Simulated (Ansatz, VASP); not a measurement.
# One calculation of NbBr3, two programs

```xyz
4
Lattice="0.0000 4.1366 4.1366 4.1366 0.0000 4.1366 4.1366 4.1366 0.0000" Properties=species:S:1:pos:R:3 pbc="T T T"
Nb    4.1366    4.1366    4.1366
Br    2.0683    2.0683    2.0683
Br    6.2049    6.2049    6.2049
Br    0.0000    0.0000    0.0000
```

Alike in both runs: task single point; functional PBE; k mesh 4 × 4 × 4; occupations gaussian, width 0.1 eV; collinear spin.

|  | VASP | Ansatz |
| --- | --- | --- |
| version | VASP 6.6.1 | Ansatz 0.2.0 |
| potentials or method | VASP PAW PBE potentials, release 64 (Nb_sv, Br) | scalar-relativistic, plane waves, PAW |
| plane-wave cutoff (eV) | 520 | 420 |
| valence electrons in the cell | 34 | 34 |

Ansatz gave:

- gap on the k mesh at the Fermi level (eV): none
- pressure (GPa): -7.9
- net moment per atom (μB): 0.50
- size of the moment on the site where the two differ most (μB): 2.56

Question: What did VASP give for the same quantities?

Answer: gap on the k mesh at the Fermi level (eV): none; pressure (GPa): -7.9; net moment per atom (μB): 0.50; size of the moment on the site where the two differ most (μB): 2.19.

Site moments also hang on the region over which each program counts them. A gap of «none» marks a metal or a gap that the smearing closes. The functional is the same, so the differences come from potentials, cutoffs and numerics. Ansatz warned: «no_starting_moments».
